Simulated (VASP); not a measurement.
Method: LDA (Ceperley-Alder, Perdew-Zunger), VASP's LDA PAW potentials (set 64) (plane waves; VASP).

A VASP calculation is set up with these files.

### INCAR
```
SYSTEM = ZrC
PREC = Accurate
ENCUT = 620
EDIFF = 1E-6
NELM = 100
ALGO = Normal
LREAL = .FALSE.
LASPH = .TRUE.
ISMEAR = 1
SIGMA = 0.1
LMAXMIX = 4
LWAVE = .FALSE.
LCHARG = .FALSE.
IBRION = 2
ISIF = 3
NSW = 40
EDIFFG = -0.02
PSTRESS = 450
```

**POSCAR**
```
ZrC
1
    0.0000000000     2.2178732728     2.2178732728
    2.2178732728     0.0000000000     2.2178732728
    2.2178732728     2.2178732728    -0.0000000000
Zr C
1 1
Direct
  0.0000000000   0.0000000000   0.0000000000
  0.5000000000   0.5000000000   0.5000000000
```

### KPOINTS
```
Automatic mesh
0
Gamma
14 14 14
0 0 0
```

POTCAR, in this order: Zr_sv C (LDA.64 set). Program: vasp_std.

Output of the run:

File OUTCAR:
```
 ion  position               nearest neighbor table
   1  0.000  0.000  0.000-   2 2.22   2 2.22   2 2.22   2 2.22   2 2.22   2 2.22
   2  0.500  0.500  0.500-   1 2.22   1 2.22   1 2.22   1 2.22   1 2.22   1 2.22
  LATTYP: Found a face centered cubic cell.
 ALAT       =     4.4357465456
 Subroutine PRICEL returns:
 Original cell was already a primitive cell.
 Subroutine GETGRP returns: Found 48 space group operations
The static configuration has the point symmetry O_h .
The dynamic configuration has the point symmetry O_h .
 Subroutine INISYM returns: Found 48 space group operations
 Subroutine IBZKPT returns following result:
 Found    104 irreducible k-points:

 Following reciprocal coordinates:
            Coordinates               Weight
  0.000000  0.000000  0.000000      1.000000
  0.071429  0.000000  0.000000      8.000000
  0.142857  0.000000  0.000000      8.000000
  0.214286  0.000000  0.000000      8.000000
  0.285714  0.000000  0.000000      8.000000
  0.357143  0.000000  0.000000      8.000000
  0.428571  0.000000  0.000000      8.000000
  0.500000  0.000000  0.000000      4.000000
  0.071429  0.071429  0.000000      6.000000
  0.142857  0.071429  0.000000     24.000000
  0.214286  0.071429  0.000000     24.000000
  0.285714  0.071429  0.000000     24.000000
  0.357143  0.071429  0.000000     24.000000
  0.428571  0.071429  0.000000     24.000000
  0.500000  0.071429  0.000000     24.000000
 -0.428571  0.071429  0.000000     24.000000
 -0.357143  0.071429  0.000000     24.000000
 -0.285714  0.071429  0.000000     24.000000
 -0.214286  0.071429  0.000000     24.000000
 -0.142857  0.071429  0.000000     24.000000
 -0.071429  0.071429  0.000000     12.000000
  0.142857  0.142857  0.000000      6.000000
  0.214286  0.142857  0.000000     24.000000
  0.285714  0.142857  0.000000     24.000000
  0.357143  0.142857  0.000000     24.000000
  0.428571  0.142857  0.000000     24.000000
  0.500000  0.142857  0.000000     24.000000
 -0.428571  0.142857  0.000000     24.000000
 -0.357143  0.142857  0.000000     24.000000
 -0.285714  0.142857  0.000000     24.000000
 -0.214286  0.142857  0.000000     24.000000
 -0.142857  0.142857  0.000000     12.000000
  0.214286  0.214286  0.000000      6.000000
  0.285714  0.214286  0.000000     24.000000
  0.357143  0.214286  0.000000     24.000000
  0.428571  0.214286  0.000000     24.000000
  0.500000  0.214286  0.000000     24.000000
 -0.428571  0.214286  0.000000     24.000000
 -0.357143  0.214286  0.000000     24.000000
 -0.285714  0.214286  0.000000     24.000000
   k-points           NKPTS =    104   k-points in BZ     NKDIM =    104   number of bands    NBANDS=     12
   number of dos      NEDOS =    301   number of ions     NIONS =      2
   total plane-waves  NPLWV =  21952
   dimension x,y,z NGX =    28 NGY =   28 NGZ =   28
   dimension x,y,z NGXF=    56 NGYF=   56 NGZF=   56
   ions per type =               1   1
   PREC   = accura    normal or accurate (medium, high low for compatibility)
   ISTART =      0    job   : 0-new  1-cont  2-samecut
   ICHARG =      2    charge: 1-file 2-atom 10-const
   ISPIN  =      1    spin polarized calculation?
   LNONCOLLINEAR =      F non collinear calculations
   LSORBIT =      F    spin-orbit coupling
   INIWAV =      1    electr: 0-lowe 1-rand  2-diag
   ENCUT  =  620.0 eV  45.57 Ry    6.75 a.u.   6.37  6.37  6.37*2*pi/ulx,y,z
   NELM   =    100;   NELMIN=  2; NELMDL= -5     # of ELM steps
   EDIFF  = 0.1E-05   stopping-criterion for ELM
   LREAL  =      F    real-space projection
   NLSPLINE    = F    spline interpolate recip. space projectors
   LMAXMIX     =    4 max onsite mixed and CHGCAR
...
```

### OSZICAR
```
       N       E                     dE             d eps       ncg     rms          rms(c)
DAV:   1     0.128396014847E+03    0.12840E+03   -0.10123E+04  2504   0.157E+03
DAV:   2    -0.173174135013E+02   -0.14571E+03   -0.13700E+03  2780   0.373E+02
DAV:   3    -0.238779511028E+02   -0.65605E+01   -0.64202E+01  3496   0.716E+01
DAV:   4    -0.241514722400E+02   -0.27352E+00   -0.27333E+00  3164   0.141E+01
DAV:   5    -0.241593279437E+02   -0.78557E-02   -0.78551E-02  3572   0.191E+00    0.306E+01
DAV:   6    -0.209539739674E+02    0.32054E+01   -0.13887E+01  2792   0.288E+01    0.128E+01
DAV:   7    -0.208801123282E+02    0.73862E-01   -0.49418E-01  2820   0.643E+00    0.894E+00
DAV:   8    -0.208751090491E+02    0.50033E-02   -0.96362E-02  2756   0.273E+00    0.190E+00
DAV:   9    -0.208714035388E+02    0.37055E-02   -0.23005E-02  2976   0.984E-01    0.484E-01
DAV:  10    -0.208715251441E+02   -0.12161E-03   -0.16559E-03  2836   0.515E-01    0.372E-01
DAV:  11    -0.208714225587E+02    0.10259E-03   -0.34538E-04  2804   0.160E-01    0.140E-02
DAV:  12    -0.208714206427E+02    0.19160E-05   -0.85531E-06  3796   0.302E-02    0.117E-02
DAV:  13    -0.208714203941E+02    0.24868E-06   -0.21002E-07  1524   0.535E-03
   1 F= -.14743091E+02 E0= -.14742951E+02  d E =-.147431E+02
```

File OUTCAR:
```
------------------------ aborting loop because EDIFF is reached ----------------------------------------
  FORCE on cell =-STRESS in cart. coord.  units (eV):
  Direction    XX          YY          ZZ          XY          YZ          ZX
  --------------------------------------------------------------------------------------
  Total        6.1165565      6.1165565      6.1165565      0.0000000      0.0000000      0.0000000
  in kB      449.1355161    449.1355161    449.1355161      0.0000000      0.0000000      0.0000000
  external PRESSURE =      -0.8644839 kB  Pullay stress =     450.0000000 kB
  volume of cell :       21.82
      direct lattice vectors                 reciprocal lattice vectors
     0.000000000  2.217873273  2.217873273    -0.225441195  0.225441195  0.225441195
     2.217873273  0.000000000  2.217873273     0.225441195 -0.225441195  0.225441195
     2.217873273  2.217873273  0.000000000     0.225441195  0.225441195 -0.225441195
 POSITION                                       TOTAL-FORCE (eV/Angst)
 -----------------------------------------------------------------------------------
      0.00000      0.00000      0.00000         0.000000     -0.000000      0.000000
      2.21787      2.21787      2.21787        -0.000000      0.000000     -0.000000
 -----------------------------------------------------------------------------------
    total drift:                                0.000000      0.000000      0.000000
  FREE ENERGIE OF THE ION-ELECTRON SYSTEM (eV)
  ---------------------------------------------------
  free  energy   TOTEN  =       -20.8714203941 eV

  energy  without entropy=      -20.8710011449  energy(sigma->0) =      -20.87128064
  enthalpy is  TOTEN    =       -14.7430908766 eV   P V=        6.1283295175

 reached required accuracy - stopping structural energy minimisation
```
(Selected blocks of OUTCAR.)

The compound is ZrC in the rock salt structure. It was relaxed first under an external pressure of 45 GPa.
